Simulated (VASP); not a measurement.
Input:

```
CELL_PARAMETERS angstrom
      3.87943     0.00000     0.00000
      0.00000     3.87943     0.00000
      0.00000     0.00000     3.87943
ATOMIC_POSITIONS crystal
  Tl 0.00000 0.00000 0.00000
  Cl 0.50000 0.50000 0.50000
```

The numbers are results of PW91 GGA, VASP's PBE PAW potentials (set 64) (plane waves; VASP), not measurements. Run with 520 eV cut-off, 7×7×7 Γ-centred mesh, Gaussian smearing of 0.050 eV, potentials Tl_d Cl.

Problem. What does the run give for the energy per atom (σ→0)?

Solution. 
```json
{
  "energy per atom (σ→0)": "-3.035 eV/atom"
}
```

The compound is TlCl in the CsCl type structure. It was relaxed first.
